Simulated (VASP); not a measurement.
Output of a VASP run:

OSZICAR:
```
...
DAV:  12    -0.171107276085E+03    0.16980E-02   -0.33079E-03  1211   0.389E-01    0.189E-01
DAV:  13    -0.171107076819E+03    0.19927E-03   -0.27783E-03  1248   0.391E-01    0.150E-01
DAV:  14    -0.171109493486E+03   -0.24167E-02   -0.28125E-03  1107   0.324E-01    0.366E-02
DAV:  15    -0.171109330246E+03    0.16324E-03   -0.16192E-04  1285   0.112E-01    0.312E-02
DAV:  16    -0.171109529403E+03   -0.19916E-03   -0.34132E-04  1196   0.115E-01    0.285E-02
DAV:  17    -0.171109508246E+03    0.21158E-04   -0.33515E-05  1123   0.465E-02    0.226E-02
DAV:  18    -0.171109515802E+03   -0.75558E-05   -0.40804E-06  1197   0.122E-02    0.170E-02
DAV:  19    -0.171109545390E+03   -0.29588E-04   -0.39139E-05  1214   0.379E-02    0.400E-03
DAV:  20    -0.171109546226E+03   -0.83552E-06   -0.17770E-06   700   0.122E-02
   1 F= -.17110955E+03 E0= -.17110929E+03  d E =-.171110E+03
       N       E                     dE             d eps       ncg     rms          rms(c)
DAV:   1    -0.173114472431E+03   -0.20049E+01   -0.54893E+01  1096   0.709E+01    0.101E+01
DAV:   2    -0.171059804838E+03    0.20547E+01   -0.83716E+00  1066   0.222E+01    0.555E+00
DAV:   3    -0.171280744534E+03   -0.22094E+00   -0.47309E+00  1432   0.130E+01    0.391E+00
DAV:   4    -0.170967537636E+03    0.31321E+00   -0.13375E+00  1367   0.669E+00    0.191E+00
DAV:   5    -0.170991789301E+03   -0.24252E-01   -0.10400E-01  1430   0.178E+00    0.996E-01
DAV:   6    -0.170996743030E+03   -0.49537E-02   -0.95126E-02  1435   0.154E+00    0.297E-01
DAV:   7    -0.170999728773E+03   -0.29857E-02   -0.12740E-02  1104   0.846E-01    0.308E-01
DAV:   8    -0.171000639528E+03   -0.91076E-03   -0.31855E-03  1273   0.410E-01    0.200E-01
DAV:   9    -0.171000534808E+03    0.10472E-03   -0.52599E-04  1123   0.203E-01    0.104E-01
DAV:  10    -0.171000485084E+03    0.49724E-04   -0.88815E-04  1385   0.155E-01    0.104E-02
DAV:  11    -0.171000505904E+03   -0.20820E-04   -0.31103E-05  1071   0.488E-02    0.444E-03
DAV:  12    -0.171000506288E+03   -0.38388E-06   -0.81686E-06  1302   0.214E-02
   2 F= -.17100051E+03 E0= -.17100094E+03  d E =0.109040E+00
       N       E                     dE             d eps       ncg     rms          rms(c)
DAV:   1    -0.172228139652E+03   -0.12276E+01   -0.27995E+01  1072   0.489E+01    0.769E+00
DAV:   2    -0.171246275064E+03    0.98186E+00   -0.47416E+00  1138   0.153E+01    0.389E+00
DAV:   3    -0.171316726210E+03   -0.70451E-01   -0.32561E+00  1445   0.104E+01    0.385E+00
DAV:   4    -0.171115560559E+03    0.20117E+00   -0.15755E+00  1392   0.692E+00    0.116E+00
DAV:   5    -0.171120907624E+03   -0.53471E-02   -0.35701E-02  1264   0.173E+00    0.608E-01
DAV:   6    -0.171125587011E+03   -0.46794E-02   -0.49563E-02  1495   0.108E+00    0.375E-01
DAV:   7    -0.171129034274E+03   -0.34473E-02   -0.83293E-03  1142   0.663E-01    0.270E-01
DAV:   8    -0.171128967836E+03    0.66439E-04   -0.14980E-03  1350   0.263E-01    0.141E-01
DAV:   9    -0.171129553114E+03   -0.58528E-03   -0.68249E-04  1013   0.236E-01    0.619E-02
DAV:  10    -0.171129560781E+03   -0.76663E-05   -0.95523E-05  1357   0.632E-02    0.329E-02
DAV:  11    -0.171129569551E+03   -0.87705E-05   -0.16517E-05  1308   0.370E-02    0.175E-02
DAV:  12    -0.171129572973E+03   -0.34222E-05   -0.29520E-05  1376   0.330E-02    0.583E-03
DAV:  13    -0.171129575328E+03   -0.23551E-05   -0.28709E-06   909   0.151E-02    0.195E-03
DAV:  14    -0.171129575570E+03   -0.24184E-06   -0.43593E-07   508   0.465E-03
   3 F= -.17112958E+03 E0= -.17112953E+03  d E =-.200293E-01
```

File OUTCAR:
```
------------------------ aborting loop because EDIFF is reached ----------------------------------------
  FORCE on cell =-STRESS in cart. coord.  units (eV):
  Direction    XX          YY          ZZ          XY          YZ          ZX
  --------------------------------------------------------------------------------------
  Total       -0.0336203     -0.0336203     -0.0336203      0.0000000      0.0000000     -0.0000000
  in kB       -0.8911795     -0.8911795     -0.8911795      0.0000000      0.0000000     -0.0000000
  external PRESSURE =      -0.8911795 kB  Pullay stress =       0.0000000 kB
  volume of cell :       60.44
      direct lattice vectors                 reciprocal lattice vectors
     3.924481261  0.000000000 -0.000000000     0.254810747 -0.000000000 -0.000000000
     0.000000000  3.924481261 -0.000000000    -0.000000000  0.254810747 -0.000000000
     0.000000000  0.000000000  3.924481261     0.000000000  0.000000000  0.254810747
 POSITION                                       TOTAL-FORCE (eV/Angst)
 -----------------------------------------------------------------------------------
      0.00000      0.00000      0.00000        -0.000000     -0.000000      0.000000
      0.00000      1.96224      1.96224         0.000000      0.000000      0.000000
      1.96224      0.00000      1.96224         0.000000      0.000000      0.000000
      1.96224      1.96224     -0.00000        -0.000000     -0.000000      0.000000
 -----------------------------------------------------------------------------------
    total drift:                               -0.000000      0.000000      0.000000
  FREE ENERGIE OF THE ION-ELECTRON SYSTEM (eV)
  ---------------------------------------------------
  free  energy   TOTEN  =      -171.1295755701 eV

  energy  without entropy=     -171.1294498800  energy(sigma->0) =     -171.12953367

 reached required accuracy - stopping structural energy minimisation
```
(Selected blocks of OUTCAR.)

File POSCAR:
```
Pt3Ti
1
    3.8978672698    -0.0000000000     0.0000000000
    0.0000000000     3.8978672698     0.0000000000
   -0.0000000000    -0.0000000000     3.8978672698
Ti Pt
1 3
Direct
  0.0000000000   0.0000000000   0.0000000000
  0.0000000000   0.5000000000   0.5000000000
  0.5000000000   0.0000000000   0.5000000000
  0.5000000000   0.5000000000   0.0000000000
```

Write an INCAR and KPOINTS that could have produced this output.

This is not unique; one that fits is the input of the run itself, r2SCAN meta-GGA, plane waves, VASP's PBE PAW potentials (set 64).

INCAR:
```
ALGO=Normal
EDIFF=1E-6
EDIFFG=-0.02
ENCUT=400
IBRION=2
ISIF=3
ISMEAR=1
LASPH=T
LCHARG=F
LMAXMIX=6
LMIXTAU=T
LREAL=F
LWAVE=F
METAGGA=R2SCAN
NELM=100
NSW=60
PREC=Accurate
SIGMA=0.1
SYSTEM=Pt3Ti
```

**KPOINTS**
```
kpoints
0
gamma
7 7 7
```

POTCAR, in this order: Ti_sv Pt (PBE.64 set). Program: vasp_std.

Energy and stress use the plane-wave basis of the starting cell.

The compound is Pt3Ti in the L1_2 structure. This run relaxes it. Symmetry was kept, so distortions that lower it aren't found. The start is the result of an earlier pass.
